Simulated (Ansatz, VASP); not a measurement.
# Cross-check of AlGa31O48 (partly crystallised Ga2O3) between VASP and Ansatz

Wanted: the spread between two codes on one cell, functional and k mesh. Of the first pair: The structure shown is the start of the Ansatz relaxation below; VASP solves that cell, so the two are compared at the walk's first step.

Calculated with Ansatz 0.2.0; plane waves, with VASP 6.6.1 beside it; PBE.

### 1. Starting point

The cell holds 80 atoms: 31 Ga, 1 Al and 48 O. Cell: a = 9.332 Å, b = 9.332 Å, c = 9.332 Å, α = 90.0°, β = 90.0°, γ = 90.0°. It derives from Ga2O3 (partly crystallised Ga2O3). As first built, before any earlier steps moved the atoms or strained the cell (in the runner's words): 80 atoms (32 Fe, 48 O) placed at random at 4.44 g/cm^3, melted at 5000 K for 10 ps at fixed volume with the Morse and Coulomb pair potential with partial charges (Pedone, Malavasi, Menziani, Cormack and Segre, J. Phys. Chem. B 110, 11780 (2006)). Quenched from 5000 K to 300 K at 20 K/ps and fixed volume, held 10 ps at zero pressure, then minimised at fixed cell. Then Fe was replaced by Ga and the cell scaled by 1.003 (the potential has no terms for the new elements, so the cell is a start for a DFT relaxation). Nearest the centre at fractional (0.439, 0.389, 0.025): Al32 at 0.00 Å, O33 at 1.83 Å, O56 at 2.00 Å, O61 at 2.01 Å, O49 at 2.01 Å, O60 at 2.01 Å, O37 at 2.52 Å, Ga15 at 2.69 Å.

### 2. Ansatz: relaxation, PBE

Ansatz runs on its default PAW (the set named soft_2) files.

The two programs are compared at the cell with which this relaxation starts, whose forces are those of its first step.

Contents of input.yaml:

```yaml
crystal:
  lattice:
    - [9.33223, 0.0, 0.0]
    - [0.0, 9.33223, 0.0]
    - [0.0, 0.0, 9.33223]
  atoms:
    - { symbol: Ga, position: [0.78448, 0.89967, 0.32875] }
    - { symbol: Ga, position: [0.62179, 0.61306, 0.28434] }
    - { symbol: Ga, position: [0.79076, 0.80733, 0.01068] }
    - { symbol: Ga, position: [0.78699, 0.10829, 0.81564] }
    - { symbol: Ga, position: [0.27737, 0.13771, 0.55729] }
    - { symbol: Ga, position: [0.28065, 0.10486, 0.07826] }
    - { symbol: Ga, position: [0.42684, 0.80322, 0.0169] }
    - { symbol: Ga, position: [0.09115, 0.90256, 0.83527] }
    - { symbol: Ga, position: [0.94304, 0.61869, 0.30287] }
    - { symbol: Ga, position: [0.07439, 0.62269, 0.02734] }
    - { symbol: Ga, position: [0.27325, 0.60131, 0.80325] }
    - { symbol: Ga, position: [0.61431, 0.61459, 0.81888] }
    - { symbol: Ga, position: [0.61087, 0.1298, 0.54433] }
    - { symbol: Ga, position: [0.29957, 0.84504, 0.60773] }
    - { symbol: Ga, position: [0.44153, 0.33897, 0.30919] }
    - { symbol: Ga, position: [0.45252, 0.90003, 0.32079] }
    - { symbol: Ga, position: [0.61835, 0.11105, 0.08788] }
    - { symbol: Ga, position: [0.12025, 0.8976, 0.31966] }
    - { symbol: Ga, position: [0.80232, 0.42194, 0.71022] }
    - { symbol: Ga, position: [0.9533, 0.10972, 0.08842] }
    - { symbol: Ga, position: [0.4514, 0.11761, 0.81598] }
    - { symbol: Ga, position: [0.12671, 0.34922, 0.27816] }
    - { symbol: Ga, position: [0.61423, 0.83252, 0.61779] }
    - { symbol: Ga, position: [0.45923, 0.43726, 0.58842] }
    - { symbol: Ga, position: [0.28792, 0.62001, 0.30016] }
    - { symbol: Ga, position: [0.10807, 0.41944, 0.56512] }
    - { symbol: Ga, position: [0.95923, 0.11138, 0.55689] }
    - { symbol: Ga, position: [0.11623, 0.28054, 0.87653] }
    - { symbol: Ga, position: [0.93853, 0.7236, 0.62619] }
    - { symbol: Ga, position: [0.79534, 0.3973, 0.04856] }
    - { symbol: Al, position: [0.43859, 0.38931, 0.02537], spin: 0.6 }
    - { symbol: Ga, position: [0.79091, 0.31707, 0.35509] }
    - { symbol: O, position: [0.44383, 0.52576, 0.88453], spin: 0.6 }
    - { symbol: O, position: [0.60519, 0.27888, 0.41331] }
    - { symbol: O, position: [0.12988, 0.75993, 0.69247] }
    - { symbol: O, position: [0.28422, 0.96918, 0.22147] }
    - { symbol: O, position: [0.61569, 0.2198, 0.91324] }
    - { symbol: O, position: [0.93865, 0.9948, 0.72582] }
    - { symbol: O, position: [0.95503, 0.52203, 0.63853] }
    - { symbol: O, position: [0.27569, 0.28148, 0.41272] }
    - { symbol: O, position: [0.44297, 0.99973, 0.98635] }
    - { symbol: O, position: [0.97557, 0.27899, 0.42079] }
    - { symbol: O, position: [0.25157, 0.74995, 0.94066] }
    - { symbol: O, position: [0.9176, 0.2548, 0.92177] }
    - { symbol: O, position: [0.76334, 0.74648, 0.7123] }
    - { symbol: O, position: [0.11492, 0.24708, 0.67027] }
    - { symbol: O, position: [0.11571, 0.51956, 0.38866] }
    - { symbol: O, position: [0.62935, 0.50297, 0.65044] }
    - { symbol: O, position: [0.31515, 0.24949, 0.91846], spin: 0.6 }
    - { symbol: O, position: [0.78441, 0.72903, 0.19597] }
    - { symbol: O, position: [0.45003, 0.74155, 0.69204] }
    - { symbol: O, position: [0.78169, 0.51495, 0.37455] }
    - { symbol: O, position: [0.78367, 0.04482, 0.46758] }
    - { symbol: O, position: [0.28217, 0.78465, 0.42097] }
    - { symbol: O, position: [0.13338, 0.48558, 0.89481] }
    - { symbol: O, position: [0.45078, 0.21783, 0.15406], spin: 0.6 }
    - { symbol: O, position: [0.12567, 0.01891, 0.48527] }
    - { symbol: O, position: [0.11728, 0.22469, 0.13493] }
    - { symbol: O, position: [0.95397, 0.97065, 0.23075] }
    - { symbol: O, position: [0.60888, 0.45961, 0.13691], spin: 0.6 }
    - { symbol: O, position: [0.29929, 0.45275, 0.1762], spin: 0.6 }
    - { symbol: O, position: [0.78944, 0.23058, 0.17091] }
    - { symbol: O, position: [0.45862, 0.52348, 0.39896] }
    - { symbol: O, position: [0.94372, 0.77872, 0.43405] }
    - { symbol: O, position: [0.44449, 0.01189, 0.48827] }
    - { symbol: O, position: [0.27898, 0.5043, 0.63173] }
    - { symbol: O, position: [0.77512, 0.5085, 0.88817] }
    - { symbol: O, position: [0.11762, 0.71169, 0.20515] }
    - { symbol: O, position: [0.60918, 0.76257, 0.94896] }
    - { symbol: O, position: [0.95969, 0.48632, 0.13955] }
    - { symbol: O, position: [0.78893, 0.00693, 0.99455] }
    - { symbol: O, position: [0.28832, 0.00857, 0.72605] }
    - { symbol: O, position: [0.44952, 0.72204, 0.20063] }
    - { symbol: O, position: [0.61663, 0.01376, 0.71723] }
    - { symbol: O, position: [0.11409, 0.04785, 0.96145] }
    - { symbol: O, position: [0.96538, 0.76242, 0.93338] }
    - { symbol: O, position: [0.61781, 0.97536, 0.22835] }
    - { symbol: O, position: [0.44789, 0.24136, 0.6445] }
    - { symbol: O, position: [0.62127, 0.78671, 0.42327] }
    - { symbol: O, position: [0.79121, 0.2362, 0.65196] }
magnetization:
  spin_polarized: true
kpoints:
  mp_grid: { grid: [1, 1, 1] }
hamiltonian:
  xc: pbe
scf:
  occupations: { method: fermi_dirac, width: 0.025 }
  lower_state_search: "off"
output:
  forces: true
  eigenvalues: true
relax:
  f_tol: 0.05
  max_steps: 90
```

Command:

```console
$ ansatz run input.yaml --threads 4 --pin off --max-ram 8192MiB --backend cpu --events-out ev --progress --plain --runs-dir out
```

Numbers of over 12 decimals in the logs are rounded to 6 here.

The log of the run:

```text
Engine: ansatz 0.2.0, aarch64-unknown-linux-gnu
Pseudopotentials: kind: paw
Pseudopotential: Ga, paw, valence charge 13, recommended cutoff 420 eV (normal), Ga.paw.azcp
Pseudopotential: Al, paw, valence charge 3, recommended cutoff 420 eV (normal), Al.paw.azcp
Pseudopotential: O, paw, valence charge 6, recommended cutoff 420 eV (normal), O.paw.azcp
Functional definition: PBE
  parameter kappa = 0.804
  parameter beta = 0.066725
  exchange = pbe_x(kappa = kappa, mu = beta*pi^2/3)
  correlation = pbe_c(beta = beta)
Crystal: 80 atoms, lattice volume = 812.749 Å³
Basis set: ecut = 420 eV, 15895 PW (Γ), exchange–correlation on 128×128×128 points (8 copies of the dense FFT grid, shifted against one another)
Bands: 429, of which v1, the nominal top of the filled ones, is band 347 counted from 1 (346 counted from 0)
Symmetry: 1 space group operations
Space group: P1 (ITA 1), of the structure as read, at distance tolerance 9.3e-5 Å
Magnetic group: BNS 1.1 (UNI 1), of the structure as read, at distance tolerance 9.3e-5 Å
k-points: 1
Non-local potential: Ga, projectors of the file, l = 0: 2, l = 1: 2, l = 2: 3, l = 3: 1
Non-local potential: Al, projectors of the file, l = 0: 2, l = 1: 2, l = 2: 1
Non-local potential: O, projectors of the file, l = 0: 2, l = 1: 2, l = 2: 1
PAW form: soft (Blöchl's): semilocal exchange-correlation on the pseudo side does not see the compensation charge
PAW one-centre angular grid: Ga, 590 points (default); XC on 64 Gauss nodes
PAW one-centre angular grid: Al, 110 points (default); XC on 64 Gauss nodes
PAW one-centre angular grid: O, 110 points (default); XC on 64 Gauss nodes
Initial density: superposition of atomic densities (chi_scale 0.1, normalization cell, long waves kept (reshape's long-wave potential 0.21 eV rms))
Starting moments: Σ|m| = 3.6 μB on 6 of 80 sites
Initial wavefunctions: pseudopotential atomic-orbital guess
Functional: x = pbe(κ = 0.804, μ = 0.219515), c = pbe(β = 0.066725)
SCF iter   1: F=—  HF=-145088.024323 eV  |F-HF|=—  |Δ(HF+E_count)|=         —  Δρ=5.92e-2 (↑5.70e-2 ↓5.92e-2)  dr2=5.42e1  dr2_m=1.27e0  M=0.000 μB ∫|m|=0.687 μB  β_m=0.30  ethr=3.10e-3  ⟨swp⟩=6.0  Hψ=3073  notcnv=0
preconditioner: auto → Resta (q_TF=auto, 2.657 Å⁻¹)  ε∞=4.3  [insulator: Δε(μ)=2.340 eV  Ē_g=18.972 eV  σ=0.025 eV  W_gap=1.00  n_scr=250 (ndim 8)  ℏωp=34.3 eV  f_vac=0.000  D(μ)=0.00/eV (n_scr^D=0)  ε∞_Penn≈4.3]
spin=Collinear: Resta preconditioning applied to the charge; magnetization (m = ρ↑ − ρ↓) channel mixes plain (no charge-response kernel on spin).
SCF iter   2: F=—  HF=-145076.802895 eV  |F-HF|=—  |Δ(HF+E_count)|=    1.12e1  Δρ=3.82e-2 (↑3.72e-2 ↓3.82e-2)  dr2=2.20e1  dr2_m=6.93e-1  M=0.000 μB ∫|m|=0.532 μB  β_m=0.30  ethr=3.10e-3  ⟨swp⟩=3.0  Hψ=1686  notcnv=0  defer=148
SCF iter   3: F=—  HF=-145070.099473 eV  |F-HF|=—  |Δ(HF+E_count)|=    6.70e0  Δρ=1.40e-2 (↑1.40e-2 ↓1.26e-2)  dr2=2.05e0  dr2_m=3.81e-1  M=0.000 μB ∫|m|=0.414 μB  β_m=0.30  ethr=3.10e-3  ⟨swp⟩=3.0  Hψ=1324  notcnv=0  defer=148
SCF iter   4: F=—  HF=-145069.471605 eV  |F-HF|=—  |Δ(HF+E_count)|=   6.28e-1  Δρ=5.95e-3 (↑5.95e-3 ↓5.90e-3)  dr2=1.37e-1  dr2_m=2.09e-1  M=0.000 μB ∫|m|=0.322 μB  β_m=0.30  ethr=2.95e-4  ⟨swp⟩=2.0  Hψ=1602  notcnv=0  defer=148
SCF iter   5: F=—  HF=-145069.583634 eV  |F-HF|=—  |Δ(HF+E_count)|=   1.12e-1  Δρ=4.71e-3 (↑4.58e-3 ↓4.71e-3)  dr2=8.41e-2  dr2_m=1.17e-1  M=0.000 μB ∫|m|=0.253 μB  β_m=0.30  ethr=1.97e-5  ⟨swp⟩=2.5  Hψ=1299  notcnv=0  defer=148
SCF iter   6: F=—  HF=-145069.683525 eV  |F-HF|=—  |Δ(HF+E_count)|=   9.99e-2  Δρ=3.09e-3 (↑2.98e-3 ↓3.09e-3)  dr2=1.30e-2  dr2_m=6.55e-2  M=0.000 μB ∫|m|=0.199 μB  β_m=0.30  ethr=1.21e-5  ⟨swp⟩=2.0  Hψ=1324  notcnv=0  defer=148
SCF iter   7: F=—  HF=-145069.698271 eV  |F-HF|=—  |Δ(HF+E_count)|=   1.47e-2  Δρ=2.25e-3 (↑2.24e-3 ↓2.25e-3)  dr2=9.47e-4  dr2_m=3.71e-2  M=0.000 μB ∫|m|=0.157 μB  β_m=0.30  ethr=1.88e-6  ⟨swp⟩=2.0  Hψ=1420  notcnv=0  defer=148
Mixer restart at iter 7: flushing history
spin-set hold released at iteration 7 (site moments contracting): the magnetisation degrees of freedom join the quasi-Newton model from the next iteration; the mixer history was flushed
SCF iter   8: F=—  HF=-145069.707171 eV  |F-HF|=—  |Δ(HF+E_count)|=   8.90e-3  Δρ=1.70e-3 (↑1.69e-3 ↓1.70e-3)  dr2=5.72e-4  dr2_m=2.11e-2  M=0.000 μB ∫|m|=0.124 μB  β_m=0.65  ethr=1.36e-7  ⟨swp⟩=2.0  Hψ=1404  notcnv=0  defer=148
SCF iter   9: F=—  HF=-145069.718955 eV  |F-HF|=—  |Δ(HF+E_count)|=   1.18e-2  Δρ=1.04e-4 (↑1.04e-4 ↓1.03e-4)  dr2=7.58e-5  dr2_m=5.52e-5  M=0.000 μB ∫|m|=0.013 μB  β_m=0.75  ethr=8.24e-8  ⟨swp⟩=3.0  Hψ=2021  notcnv=0  defer=148
iter 10 did not close the SCF: its close was put off for a magnetic moment that had not settled (scf_convergence_deferred on its scf_iter line)
[...]
--- Relaxed structure (6 steps of the walk, 6 accepted, 0 SCFs on fresh bases) ---
  F+E_penalty+E_count = -145069.92517760 eV   max|allowed force component| = 1.442e-2 eV/Å
  atoms:
    - { symbol: Ga, position: [0.784237, 0.899552, 0.328931] }
    - { symbol: Ga, position: [0.621422, 0.611696, 0.281248] }
    - { symbol: Ga, position: [0.789725, 0.807168, 0.00933295] }
    - { symbol: Ga, position: [0.786386, 0.109998, 0.815459] }
    - { symbol: Ga, position: [0.278126, 0.137077, 0.556291] }
    - { symbol: Ga, position: [0.281321, 0.105767, 0.078740] }
    - { symbol: Ga, position: [0.425752, 0.805102, 0.017818] }
    - { symbol: Ga, position: [0.090336, 0.903603, 0.834629] }
    - { symbol: Ga, position: [0.942720, 0.617884, 0.302297] }
    - { symbol: Ga, position: [0.073215, 0.622475, 0.026358] }
    - { symbol: Ga, position: [0.277645, 0.597170, 0.807148] }
    - { symbol: Ga, position: [0.610637, 0.609840, 0.824227] }
    - { symbol: Ga, position: [0.610806, 0.128459, 0.543801] }
    - { symbol: Ga, position: [0.298435, 0.842953, 0.608951] }
    - { symbol: Ga, position: [0.443834, 0.338998, 0.308303] }
    - { symbol: Ga, position: [0.452839, 0.898987, 0.322138] }
    - { symbol: Ga, position: [0.618240, 0.110811, 0.087656] }
    - { symbol: Ga, position: [0.120460, 0.897259, 0.319101] }
    - { symbol: Ga, position: [0.801749, 0.424469, 0.708818] }
    - { symbol: Ga, position: [0.953091, 0.109704, 0.087939] }
    - { symbol: Ga, position: [0.450993, 0.119993, 0.816047] }
    - { symbol: Ga, position: [0.128725, 0.348450, 0.278935] }
    - { symbol: Ga, position: [0.614081, 0.829408, 0.620865] }
    - { symbol: Ga, position: [0.459309, 0.436607, 0.586338] }
    - { symbol: Ga, position: [0.288415, 0.619316, 0.297907] }
    - { symbol: Ga, position: [0.108767, 0.421072, 0.566182] }
    - { symbol: Ga, position: [0.959981, 0.112720, 0.557008] }
    - { symbol: Ga, position: [0.117344, 0.280071, 0.876899] }
    - { symbol: Ga, position: [0.938134, 0.725229, 0.625798] }
    - { symbol: Ga, position: [0.793423, 0.396388, 0.048662] }
    - { symbol: Al, position: [0.436765, 0.386529, 0.029821] }
    - { symbol: Ga, position: [0.791825, 0.315067, 0.356373] }
    - { symbol: O, position: [0.443643, 0.517847, 0.892617] }
    - { symbol: O, position: [0.605349, 0.280167, 0.415205] }
    - { symbol: O, position: [0.128098, 0.761534, 0.692329] }
    - { symbol: O, position: [0.284966, 0.967833, 0.219986] }
    - { symbol: O, position: [0.615264, 0.221746, 0.913741] }
    - { symbol: O, position: [0.937981, 0.996409, 0.725443] }
    - { symbol: O, position: [0.954238, 0.523378, 0.635770] }
    - { symbol: O, position: [0.278005, 0.281774, 0.411836] }
    - { symbol: O, position: [0.443092, 1.001185, 0.985815] }
    - { symbol: O, position: [0.977122, 0.280195, 0.421495] }
    - { symbol: O, position: [0.252426, 0.748504, 0.940171] }
    - { symbol: O, position: [0.918053, 0.254109, 0.923049] }
    - { symbol: O, position: [0.764399, 0.746043, 0.714703] }
    - { symbol: O, position: [0.116209, 0.247930, 0.670427] }
    - { symbol: O, position: [0.117616, 0.519080, 0.387768] }
    - { symbol: O, position: [0.627301, 0.504666, 0.652242] }
    - { symbol: O, position: [0.317374, 0.254537, 0.922130] }
    - { symbol: O, position: [0.782965, 0.728559, 0.195086] }
    - { symbol: O, position: [0.448720, 0.740233, 0.694895] }
    - { symbol: O, position: [0.780648, 0.513645, 0.372387] }
    - { symbol: O, position: [0.784972, 0.048631, 0.464564] }
    - { symbol: O, position: [0.282573, 0.784312, 0.421055] }
    - { symbol: O, position: [0.131122, 0.485598, 0.893114] }
    - { symbol: O, position: [0.451839, 0.221232, 0.150816] }
[...]
- { symbol: O, position: [0.450031, 0.722275, 0.200751] }
    - { symbol: O, position: [0.616710, 0.013694, 0.716766] }
    - { symbol: O, position: [0.115478, 0.049785, 0.959860] }
    - { symbol: O, position: [0.965767, 0.764361, 0.934501] }
    - { symbol: O, position: [0.617213, 0.975439, 0.228532] }
    - { symbol: O, position: [0.447638, 0.241561, 0.644642] }
    - { symbol: O, position: [0.621569, 0.787314, 0.425055] }
    - { symbol: O, position: [0.791486, 0.237966, 0.652145] }
```

The column dr2 measures how far the density is from self-consistency, as an energy; F and HF (Harris–Foulkes) agree once it is small.

(Part 1 of 3 ends here.)

[Lines on the potential files, build, host, timing and source positions are cut from VASP's logs without a mark.]

[Logs are printed without paths, hosts, clocks, repeated set-up lines and the standing remarks that a program may print on its own settings, such as how far it seeks lower states.]

[Hosts, paths, dates, database ids (printed as entryN), source tags and the programs' standing remarks are cut or masked in the printed files.]
